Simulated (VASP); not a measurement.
A convergence study with VASP on Yb (fcc): a few settings are varied, all else stays as given below, so the limit is that of these other settings. The cell's lengths are 1 % over those of the tabulated start, so it is off equilibrium.

```
CELL_PARAMETERS angstrom
      0.00000     2.76740     2.76740
      2.76740     0.00000     2.76740
      2.76740     2.76740     0.00000
ATOMIC_POSITIONS crystal
  Yb 0.00000 0.00000 0.00000
```

These are PBE GGA, VASP's PBE PAW potentials (set 64) (plane waves; VASP) values and carry that method's errors. The last row used: 550 eV cut-off, 10×10×10 Γ-centred mesh, first-order Methfessel-Paxton smearing of 0.10 eV, potentials Yb_2.

The 4f electrons are frozen in the core of the lanthanide potential, so 4f levels, which can set the real gap, and their magnetism are missing.

```
setting                      E (eV/atom)  pressure (GPa)  electronic steps
---------------------------  -----------  --------------  ----------------
ALGO = Normal, EDIFF = 1E-2      -1.4524           -0.63                 6
ALGO = Normal, EDIFF = 1E-3      -1.4574           -0.78                 8
ALGO = Normal, EDIFF = 1E-4      -1.4574           -0.78                 8
ALGO = Normal, EDIFF = 1E-5      -1.4574           -0.85                 9
ALGO = Normal, EDIFF = 1E-6      -1.4574           -0.80                11
ALGO = Normal, EDIFF = 1E-7      -1.4574           -0.80                11
ALGO = Normal, EDIFF = 1E-8      -1.4574           -0.81                13
ALGO = Normal, EDIFF = 1E-9      -1.4574           -0.81                13
ALGO = Fast, EDIFF = 1E-2        -1.4524           -0.61                 6
ALGO = Fast, EDIFF = 1E-3        -1.4573           -0.79                 8
ALGO = Fast, EDIFF = 1E-4        -1.4573           -0.78                 8
ALGO = Fast, EDIFF = 1E-5        -1.4574           -0.82                10
ALGO = Fast, EDIFF = 1E-6        -1.4574           -0.80                11
ALGO = Fast, EDIFF = 1E-7        -1.4574           -0.81                13
ALGO = Fast, EDIFF = 1E-8        -1.4574           -0.81                16
ALGO = Fast, EDIFF = 1E-9        -1.4574           -0.81                20
ALGO = All, EDIFF = 1E-2         -1.4572           -0.79                 7
ALGO = All, EDIFF = 1E-3         -1.4572           -0.79                 7
ALGO = All, EDIFF = 1E-4         -1.4573           -0.81                 9
ALGO = All, EDIFF = 1E-5         -1.4574           -0.81                10
ALGO = All, EDIFF = 1E-6         -1.4574           -0.81                12
ALGO = All, EDIFF = 1E-7         -1.4574           -0.81                13
ALGO = All, EDIFF = 1E-8         -1.4574           -0.81                14
ALGO = All, EDIFF = 1E-9         -1.4574           -0.81                16
```

Left out are rungs that failed or repeat a setting and relaxations that didn't move; long series are thinned to 24 rows.

The compound is Yb in the fcc structure. The cell was not relaxed at this level.
